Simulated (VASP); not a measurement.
OSZICAR of a VASP run on Zn$_{32}$Se$_{32}$:

OSZICAR:
```
       N       E                     dE             d eps       ncg     rms          rms(c)
DAV:   1    -0.190798136307E+03   -0.19080E+03   -0.49021E-05   763   0.335E-02    0.134E-02
RMM:   2    -0.190798134397E+03    0.19098E-05   -0.19706E-05   713   0.134E-02    0.115E-03
RMM:   3    -0.190798134463E+03   -0.66058E-07   -0.72946E-07   497   0.160E-03    0.895E-04
RMM:   4    -0.190798134458E+03    0.54279E-08   -0.11519E-07   445   0.782E-04
   1 F= -.19079813E+03 E0= -.19079813E+03  d E =-.187137E-16
```

### Question
Which electronic solver shows in the log?

### Answer
It is blocked Davidson (ALGO = Normal, or the opening steps of other solvers) and then RMM-DIIS (ALGO = Fast or VeryFast). The INCAR had ALGO = Fast.

### Question
Can the final energy be trusted as converged?

### Answer
Self-consistency was reached. It stopped with EDIFF = 1E-6, NELM = 100 (PBE GGA, plane waves, VASP's PBE PAW potentials (set 64)). The supercell is sampled at Γ alone, which is coarse: total energies, pressure and levels can be off, energies of defects by several tenths of an eV.

The cell is a supercell, built from ZnSe (zinc blende).
